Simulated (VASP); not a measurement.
# GW on C (Diamond), part 5 of 8

How does the gap of C (Diamond) change from the starting functional to GW? The cell has space group Fd-3m. The start is a cell from a database of measured crystal structures.

VASP 6.6.1, plane waves and PAW; the level of theory is named at each step.

So far, quasiparticle gap on the mesh (eV): step 3 (evGW0) 5.67. Also gap on the k-mesh (eV): step 2 (empty bands, functional PBE) 4.15.

### Step 4. evGW (continued)

Level of this step: evGW on PBE; plane waves and PAW (C_GW) (VASP).

OUTCAR, selected parts (step 4):

```text
 Found     16 irreducible k-points:

   NELECT =       8.0000    total number of electrons

 E-fermi :  11.8419

 QP shifts <psi_nk| G(iteration)W_0 |psi_nk>: iteration 2
 k-point   1 :       0.0000    0.0000    0.0000
  band No. old QP-enery  QP-energies   sigma(KS)   T+V_ion+V_H  V^pw_x(r,r')   Z            occupation Imag(sigma)
      1     -13.4029     -14.0288     -17.2871       3.0658     -25.4237       0.7648       2.0000       1.1166
      2       9.0404       8.8852     -17.7051      26.5613     -19.1905       0.8422       2.0000       0.0429
      3       9.0404       8.8852     -17.7051      26.5613     -19.1905       0.8422       2.0000       0.0429
      4       9.0404       8.8852     -17.7051      26.5613     -19.1905       0.8422       2.0000       0.0429
      5      16.3817      16.5926     -14.2446      30.8775      -9.3156       0.8396       0.0000      -0.0653
      6      16.3817      16.5926     -14.2446      30.8775      -9.3156       0.8396       0.0000      -0.0653
      7      16.3817      16.5926     -14.2446      30.8775      -9.3156       0.8396       0.0000      -0.0653
      8      23.9611      24.3659     -14.9970      39.4690      -7.7927       0.7923       0.0000      -0.1400
    ...

 k-point   2 :       0.1667    0.0000    0.0000
  band No. old QP-enery  QP-energies   sigma(KS)   T+V_ion+V_H  V^pw_x(r,r')   Z            occupation Imag(sigma)
      1     -12.5890     -13.2103     -17.2854       3.8871     -25.2314       0.7677       2.0000       1.0197
      2       5.0185       4.7721     -17.3388      22.0606     -19.7816       0.8306       2.0000       0.0607
      3       7.9684       7.7936     -17.5545      25.3149     -19.2752       0.8401       2.0000       0.0470
      4       7.9684       7.7936     -17.5545      25.3149     -19.2752       0.8401       2.0000       0.0470
      5      17.7863      18.0285     -14.3549      32.4317      -9.0850       0.8337       0.0000      -0.0720
      6      17.7863      18.0285     -14.3549      32.4317      -9.0850       0.8337       0.0000      -0.0720
      7      18.1213      18.3596     -14.4943      32.9012      -9.1952       0.8346       0.0000      -0.0730
      8      24.6949      25.1143     -14.6697      39.8939      -7.3393       0.7923       0.0000      -0.1531
    ...

 k-point   3 :       0.3333    0.0000    0.0000
  band No. old QP-enery  QP-energies   sigma(KS)   T+V_ion+V_H  V^pw_x(r,r')   Z            occupation Imag(sigma)
      1     -10.2447     -10.8537     -17.3731       6.3314     -24.7004       0.7640       2.0000       0.7450
      2      -0.9141      -1.3462     -17.2174      15.7613     -21.4491       0.7973       2.0000       0.1288
      3       6.5723       6.3582     -17.5789      23.8948     -19.7336       0.8350       2.0000       0.0549
      4       6.5723       6.3582     -17.5789      23.8948     -19.7336       0.8350       2.0000       0.0549
      5      19.1683      19.4412     -14.0145      33.5111      -8.3619       0.8314       0.0000      -0.0816
      6      19.1683      19.4412     -14.0145      33.5111      -8.3619       0.8314       0.0000      -0.0816
      7      19.1501      19.4112     -14.5208      33.9858      -8.8396       0.8294       0.0000      -0.0836
      8      26.0476      26.4820     -13.4505      40.0453      -5.9727       0.7939       0.0000      -0.1744
    ...

 QP shifts <psi_nk| G(iteration)W_0 |psi_nk>: iteration 3
 k-point   1 :       0.0000    0.0000    0.0000
  band No. old QP-enery  QP-energies   sigma(KS)   T+V_ion+V_H  V^pw_x(r,r')   Z            occupation Imag(sigma)
      1     -14.0288     -14.2469     -17.3776       3.0658     -25.4237       0.7708       2.0000       1.0681
      2       8.8852       8.8501     -17.7176      26.5613     -19.1905       0.8460       2.0000       0.0420
      3       8.8852       8.8501     -17.7176      26.5613     -19.1905       0.8460       2.0000       0.0420
      4       8.8852       8.8501     -17.7176      26.5613     -19.1905       0.8460       2.0000       0.0420
      5      16.5926      16.6452     -14.2226      30.8775      -9.3156       0.8443       0.0000      -0.0636
      6      16.5926      16.6452     -14.2226      30.8775      -9.3156       0.8443       0.0000      -0.0636
      7      16.5926      16.6452     -14.2226      30.8775      -9.3156       0.8443       0.0000      -0.0636
      8      24.3659      24.4836     -14.9558      39.4690      -7.7927       0.7987       0.0000      -0.1358
    ...

 QP shifts <psi_nk| G(iteration)W_0 |psi_nk>: iteration 4
 k-point   1 :       0.0000    0.0000    0.0000
  band No. old QP-enery  QP-energies   sigma(KS)   T+V_ion+V_H  V^pw_x(r,r')   Z            occupation Imag(sigma)
      1     -14.2469     -14.3103     -17.3947       3.0658     -25.4237       0.7728       2.0000       1.0636
      2       8.8501       8.8420     -17.7208      26.5613     -19.1905       0.8474       2.0000       0.0414
      3       8.8501       8.8420     -17.7208      26.5613     -19.1905       0.8474       2.0000       0.0414
      4       8.8501       8.8420     -17.7208      26.5613     -19.1905       0.8474       2.0000       0.0414
      5      16.6452      16.6594     -14.2156      30.8775      -9.3156       0.8453       0.0000      -0.0632
      6      16.6452      16.6594     -14.2156      30.8775      -9.3156       0.8453       0.0000      -0.0632
      7      16.6452      16.6594     -14.2156      30.8775      -9.3156       0.8453       0.0000      -0.0632
      8      24.4836      24.5159     -14.9450      39.4690      -7.7927       0.8007       0.0000      -0.1352
    ...

[... 17 parts as in an earlier step ...]

[... 19 further parts left out ...]
```

This step gave:

- quasiparticle gap on the mesh: 5.918 eV
- smallest direct quasiparticle gap on the mesh: 7.817 eV

QP gap by iteration, by row:

```
iteration  gap (eV)  direct gap (eV)
        1     5.497            7.341
        2     5.819            7.707
        3     5.898            7.795
        4     5.918            7.817
```

GW takes the gap from 4.154 to 5.918 eV. That is +245 meV against evGW0 on PBE. The last pass still moved it by +20 meV. The value holds for 80 bands, ENCUTGW = 200 eV and this mesh, and isn't shown to be converged in them.

(Part 5 of 8 ends here.)

[Lines on the potential files, build, host, timing and source positions are cut from VASP's logs without a mark.]

[Logs are printed without paths, hosts, clocks, repeated set-up lines and the standing remarks that a program may print on its own settings, such as how far it seeks lower states.]

[Hosts, paths, dates, database ids (printed as entryN), source tags and the programs' standing remarks are cut or masked in the printed files.]

[Pressures printed for these runs are not shown converged in the cutoff: they can be off by several GPa and have the wrong sign.]
